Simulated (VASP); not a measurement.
Calculation: vdW-DF-cx, VASP's PBE PAW potentials (set 64) (plane waves; VASP 6.6.1).

The input files of a VASP run:

POSCAR:
```
Lu
3.4589170
  0.4999999751  -0.8660253848   0.0000000000
  0.4999999751   0.8660253848   0.0000000000
  0.0000000000   0.0000000000   1.5564540159
Lu
2
Cart
  0.4999999751   0.2886757056   0.3891135040
  0.4999999751  -0.2886757056   1.1673405119
```

### INCAR
```
# general
SYSTEM    =  Lu
PREC      =  Accurate
ENCUT     =  520   # plane-wave cut-off (eV)
LREAL     =  .FALSE.   # projection in real space or not
LASPH     =  .TRUE.   # aspherical one-centre terms
ICHARG    =  11   # fixed density

# electronic loop
EDIFF     =  1E-7   # SCF stop (eV)
NELM      =  100   # most electronic steps
ALGO      =  Normal
LMAXMIX   =  6   # l cut-off of mixed one-centre charges

# smearing
ISMEAR    =  0   # Gaussian
SIGMA     =  0.05   # width (eV)

# functional
GGA       =  CX
LUSE_VDW  =  .TRUE.
AGGAC     =  0.0

# output
LWAVE     =  .FALSE.
LCHARG    =  .FALSE.
LORBIT    =  11   # lm-projected
```

File KPOINTS:
```
k-points along high-symmetry lines
10
Line-mode
Reciprocal
  0.000000   0.000000   0.000000 ! GAMMA
 -0.000000   0.500000   0.000000 ! M

 -0.000000   0.500000   0.000000 ! M
 -0.333333   0.666667   0.000000 ! K

 -0.333333   0.666667   0.000000 ! K
  0.000000   0.000000   0.000000 ! GAMMA

  0.000000   0.000000   0.000000 ! GAMMA
  0.000000   0.000000   0.500000 ! A

  0.000000   0.000000   0.500000 ! A
 -0.000000   0.500000   0.500000 ! L

 -0.000000   0.500000   0.500000 ! L
 -0.333333   0.666667   0.500000 ! H

 -0.333333   0.666667   0.500000 ! H
  0.000000   0.000000   0.500000 ! A

 -0.000000   0.500000   0.500000 ! L
 -0.000000   0.500000   0.000000 ! M

 -0.333333   0.666667   0.500000 ! H
 -0.333333   0.666667   0.000000 ! K
```

POTCAR, in this order: Lu_3 (PBE.64 set). Program: vasp_std. Read from the step before: CHGCAR.

The run wrote:

File OSZICAR:
```
       N       E                     dE             d eps       ncg     rms          rms(c)
DAV:   1     0.514111636582E+02    0.51411E+02   -0.88063E+03  4089   0.151E+03
DAV:   2    -0.205823956354E+01   -0.53469E+02   -0.51888E+02  4008   0.731E+02
DAV:   3    -0.444706844267E+01   -0.23888E+01   -0.22558E+01  4193   0.661E+01
DAV:   4    -0.454566864798E+01   -0.98600E-01   -0.96041E-01  4331   0.922E+00
DAV:   5    -0.454833853268E+01   -0.26699E-02   -0.26026E-02  3927   0.165E+00
DAV:   6    -0.454849046512E+01   -0.15193E-03   -0.15123E-03  4042   0.344E-01
DAV:   7    -0.454850061317E+01   -0.10148E-04   -0.10143E-04  3851   0.751E-02
DAV:   8    -0.454850145972E+01   -0.84655E-06   -0.84645E-06  3181   0.192E-02
DAV:   9    -0.454850154265E+01   -0.82925E-07   -0.83033E-07  2644   0.797E-03
   1 F= -.45485015E+01 E0= -.45466370E+01  d E =-.372902E-02
```

OUTCAR:
```
 val. band max:        3.0065505776   @ k =   0.0000   0.3333   0.0000

 cond. band min:       3.0142165535   @ k =  -0.2593   0.5185   0.5000



 k-point     1 :       0.0000    0.0000    0.0000
  band No.  band energies     occupation
      1     -24.0401      2.00000
      2     -23.5383      2.00000
      3     -23.5383      2.00000
      4     -23.4382      2.00000
      5     -23.4382      2.00000
      6     -23.3961      2.00000
      7      -3.2554      2.00000
      8       0.4357      2.00000
      9       3.8010      0.00000
     10       5.1454      0.00000
     11       5.1458      0.00000
     12       5.6396      0.00000
     13       5.9391      0.00000

 k-point     2 :       0.0000    0.0556    0.0000
  band No.  band energies     occupation
      1     -24.0343      2.00000
      2     -23.5498      2.00000
      3     -23.5423      2.00000
      4     -23.4506      2.00000
      5     -23.4397      2.00000
      6     -23.3990      2.00000
      7      -3.1775      2.00000
      8       0.5142      2.00000
      9       3.7340      0.00000
     10       4.9087      0.00000
     11       5.2212      0.00000
     12       5.8001      0.00000
     13       5.8642      0.00000

 k-point     3 :       0.0000    0.1111    0.0000
  band No.  band energies     occupation
      1     -24.0171      2.00000
      2     -23.5829      2.00000
      3     -23.5538      2.00000
      4     -23.4857      2.00000
      5     -23.4440      2.00000
      6     -23.4077      2.00000
      7      -2.9478      2.00000
      8       0.7416      2.00000
      9       3.5474      0.00000
     10       4.4773      0.00000
     11       5.4488      0.00000
     12       5.5403      0.00000
     13       6.0960      0.00000

 k-point     4 :       0.0000    0.1667    0.0000
  band No.  band energies     occupation
      1     -23.9896      2.00000
      2     -23.6339      2.00000
      3     -23.5708      2.00000
      4     -23.5383      2.00000
...
```

The density is held fixed in this step, so its total energy and stress have no physical meaning.

The compound is Lu in the hcp structure. It was relaxed first, which changed the volume by -5 %.
